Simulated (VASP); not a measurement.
Crystal: Hf.

```xyz
2
Lattice="3.1924 0.0000 0.0000 -1.5962 2.7647 0.0000 0.0000 0.0000 5.0450" Properties=species:S:1:pos:R:3 pbc="T T T"
Hf    0.0000    1.8431    1.2613
Hf    1.5962    0.9216    3.7838
```

```yaml
Program: VASP 6.6.1
Task: relaxation of cell and atoms
Functional: PBEsol
Potentials_or_basis: VASP PAW PBE potentials, release 64 (Hf_pv)
Cutoff: 480 eV
k_mesh: 15 × 15 × 8
Occupations: gaussian, width 0.1 eV
Spin: no spin polarisation
```

At the start: pressure -3.6 GPa; volume 22.26 Å³/atom.

Q: Where does the relaxation end?

A: Over 6 steps the energy falls by 8.5 meV/atom and the volume is 21.53 Å³/atom (-3.3 %); space group P6_3/mmc (No. 194, to 0.05 Å).

Step by step:
| step | energy change (eV) | largest force (eV/Å) | pressure (GPa) | volume (Å³) |
| --- | --- | --- | --- | --- |
| 1 | 0.0000 | 0.0000 | -3.63 | 44.53 |
| 2 | 0.0090 | 0.0000 | 5.02 | 41.36 |
| 3 | -0.0169 | 0.0000 | -0.03 | 43.08 |
| 4 | -0.0169 | 0.0000 | 0.05 | 43.05 |
| 5 | -0.0169 | 0.0000 | -0.05 | 43.09 |
| 6 | -0.0169 | 0.0000 | 0.00 | 43.07 |

Final structure:
```cif
data_structure
_symmetry_space_group_name_H-M 'P 1'
_symmetry_Int_Tables_number 1
_cell_length_a 3.1577
_cell_length_b 3.1577
_cell_length_c 4.9878
_cell_angle_alpha 90.000
_cell_angle_beta 90.000
_cell_angle_gamma 120.000
_cell_volume 43.07
loop_
_atom_site_label
_atom_site_type_symbol
_atom_site_fract_x
_atom_site_fract_y
_atom_site_fract_z
_atom_site_occupancy
Hf1 Hf 0.33333 0.66667 0.25000 1
Hf2 Hf 0.66667 0.33333 0.75000 1
```

Caveat: the PAW data sets were made with another functional, which shifts forces and pressure a little.
